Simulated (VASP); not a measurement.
Given:

```
CELL_PARAMETERS angstrom
      0.00000     1.90465     1.90465
      1.90465     0.00000     1.90465
      1.90465     1.90465     0.00000
ATOMIC_POSITIONS crystal
  Pt 0.00000 0.00000 0.00000
```

The numbers are results of PBEsol GGA, VASP's PBE PAW potentials (set 64) (plane waves; VASP 6.6.1), not measurements. Settings: 500 eV cut-off, 16×16×16 Γ-centred mesh, first-order Methfessel-Paxton smearing of 0.10 eV, potentials Pt.

Energy and stress use the plane-wave basis of the starting cell.

Task: The ions, cell shape and volume at an external pressure of 45.0 GPa are relaxed. Which structure does the run end with?

Result: 
```
CELL_PARAMETERS angstrom
      0.00000     1.88465     1.88465
      1.88465     0.00000     1.88465
      1.88465     1.88465     0.00000
ATOMIC_POSITIONS crystal
  Pt 0.00000 0.00000 0.00000
```
Space group Fm-3m (225), at a tolerance of 0.03 Å.

Task: How do energy and volume change from the first to the last step?

Result: The energy (σ→0) changes by +100.1 meV/atom and the volume by -3.1 %, in 5 ionic steps.

| step | E(σ→0) (eV) | max force (eV/Å) | pressure (GPa) | volume (Å³) |
|---|---|---|---|---|
| 1 | -6.8590 | 0.000 | 29.93 | 13.82 |
| 2 | -5.5365 | 0.000 | 167.29 | 11.38 |
| 3 | -6.7683 | 0.000 | 43.75 | 13.42 |
| 4 | -6.7612 | 0.000 | 44.73 | 13.40 |
| 5 | -6.7589 | 0.000 | 45.05 | 13.39 |

The compound is Pt in the fcc structure. This run relaxes it under an external pressure of 45 GPa. Symmetry was kept, so distortions that lower it aren't found.
